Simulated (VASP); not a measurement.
All values below come from PBE GGA with D3 dispersion (Becke-Johnson damping), VASP's PBE PAW potentials (set 64) (plane waves; VASP).

The input files of a VASP run:

INCAR:
```
# general
SYSTEM  = CdSe
PREC    = Accurate
ENCUT   = 520
LREAL   = F
LASPH   = T

# electronic loop
EDIFF   = 1E-6
NELM    = 100
ALGO    = Normal
LMAXMIX = 4

# smearing
ISMEAR  = 0
SIGMA   = 0.05

# functional
GGA     = PE
IVDW    = 12

# ions
IBRION  = 2
NSW     = 60
ISIF    = 3
EDIFFG  = -0.01

# output
LWAVE   = F
LCHARG  = F
```

File POSCAR:
```
CdSe
1
    0.0000000000     3.0250000000     3.0250000000
    3.0250000000     0.0000000000     3.0250000000
    3.0250000000     3.0250000000     0.0000000000
Cd Se
1 1
Direct
  0.0000000000   0.0000000000   0.0000000000
  0.2500000000   0.2500000000   0.2500000000
```

File KPOINTS:
```
Regular mesh
0
gamma
  7 7 7
0 0 0
```

POTCAR, in this order: Cd Se (PBE.64 set). Program: vasp_std.

The run wrote:

OSZICAR:
```
       N       E                     dE             d eps       ncg     rms          rms(c)
DAV:   1     0.109127434049E+03    0.10913E+03   -0.89555E+03   528   0.124E+03
DAV:   2    -0.111324883041E+01   -0.11024E+03   -0.10627E+03   575   0.292E+02
DAV:   3    -0.579448994168E+01   -0.46812E+01   -0.46685E+01   640   0.622E+01
DAV:   4    -0.581858482801E+01   -0.24095E-01   -0.24093E-01   540   0.443E+00
DAV:   5    -0.581873077964E+01   -0.14595E-03   -0.14595E-03   615   0.316E-01    0.675E+00
DAV:   6    -0.546630577053E+01    0.35243E+00   -0.66385E-01   703   0.110E+01    0.520E+00
DAV:   7    -0.544425799303E+01    0.22048E-01   -0.17274E-01   565   0.318E+00    0.220E+00
DAV:   8    -0.544505859305E+01   -0.80060E-03   -0.16392E-02   525   0.193E+00    0.255E-01
DAV:   9    -0.544516177819E+01   -0.10319E-03   -0.21327E-03   600   0.718E-01    0.556E-02
DAV:  10    -0.544523084132E+01   -0.69063E-04   -0.23980E-04   535   0.231E-01    0.453E-02
DAV:  11    -0.544527367045E+01   -0.42829E-04   -0.73412E-05   535   0.676E-02    0.126E-02
DAV:  12    -0.544527339163E+01    0.27883E-06   -0.62486E-06   625   0.386E-02
   1 F= -.60946511E+01 E0= -.60946511E+01  d E =-.609465E+01
       N       E                     dE             d eps       ncg     rms          rms(c)
DAV:   1    -0.589304389144E+01   -0.44777E+00   -0.86145E+00   565   0.401E+01    0.529E+00
DAV:   2    -0.553995848832E+01    0.35309E+00   -0.83815E-01   540   0.145E+01    0.184E+00
DAV:   3    -0.549790439795E+01    0.42054E-01   -0.10135E-01   555   0.376E+00    0.164E+00
DAV:   4    -0.549235310581E+01    0.55513E-02   -0.78232E-03   530   0.734E-01    0.337E-01
DAV:   5    -0.549201897638E+01    0.33413E-03   -0.13389E-03   605   0.515E-01    0.568E-02
DAV:   6    -0.549202291620E+01   -0.39398E-05   -0.18613E-04   535   0.171E-01    0.318E-02
DAV:   7    -0.549203291844E+01   -0.10002E-04   -0.12489E-05   570   0.269E-02    0.608E-03
DAV:   8    -0.549203289865E+01    0.19791E-07   -0.11838E-06   385   0.165E-02
   2 F= -.61052715E+01 E0= -.61052715E+01  d E =-.106204E-01
       N       E                     dE             d eps       ncg     rms          rms(c)
DAV:   1    -0.551511061780E+01   -0.23078E-01   -0.64672E-01   570   0.106E+01    0.127E+00
DAV:   2    -0.548705815224E+01    0.28052E-01   -0.72221E-02   555   0.426E+00    0.426E-01
DAV:   3    -0.548417672383E+01    0.28814E-02   -0.79253E-03   540   0.990E-01    0.369E-01
DAV:   4    -0.548391414887E+01    0.26257E-03   -0.55575E-04   535   0.236E-01    0.575E-02
DAV:   5    -0.548390406449E+01    0.10084E-04   -0.96221E-05   605   0.148E-01    0.289E-02
DAV:   6    -0.548390729758E+01   -0.32331E-05   -0.17112E-05   545   0.564E-02    0.856E-03
DAV:   7    -0.548390716478E+01    0.13279E-06   -0.91469E-07   425   0.655E-03
   3 F= -.61068733E+01 E0= -.61068733E+01  d E =-.122222E-01
```

### OUTCAR
```
------------------------ aborting loop because EDIFF is reached ----------------------------------------
 Edisp (eV)   -0.62297
  FORCE on cell =-STRESS in cart. coord.  units (eV):
  Direction    XX          YY          ZZ          XY          YZ          ZX
  --------------------------------------------------------------------------------------
  Total       0.00552     0.00552     0.00552     0.00000    -0.00000     0.00000
  in kB       0.15404     0.15404     0.15404     0.00000    -0.00000     0.00000
  external pressure =        0.15 kB  Pullay stress =        0.00 kB
  volume of cell :       57.40
      direct lattice vectors                 reciprocal lattice vectors
     0.000000000  3.061619528  3.061619528    -0.163312259  0.163312259  0.163312259
     3.061619528  0.000000000  3.061619528     0.163312259 -0.163312259  0.163312259
     3.061619528  3.061619528  0.000000000     0.163312259  0.163312259 -0.163312259
  FREE ENERGIE OF THE ION-ELECTRON SYSTEM (eV)
  ---------------------------------------------------
  free  energy   TOTEN  =        -6.1068732831 eV

  energy  without entropy=       -6.1068732831  energy(sigma->0) =       -6.10687328

 reached required accuracy - stopping structural energy minimisation
```
(Selected blocks of OUTCAR.)

CONTCAR:
```
CdSe
   1.00000000000000
     0.0000000000000000    3.0616195277001212    3.0616195277001212
     3.0616195277001212    0.0000000000000000    3.0616195277001212
     3.0616195277001212    3.0616195277001212    0.0000000000000000
  Cd              Se
     1     1
Direct
     0.0000000000000000    0.0000000000000000    0.0000000000000000
     0.2500000000000000    0.2500000000000000    0.2500000000000000
```

Energy and stress use the plane-wave basis of the starting cell.

The compound is CdSe in the zinc blende structure, whereas wurtzite is the usual form. This run relaxes it. Symmetry was kept, so distortions that lower it aren't found.
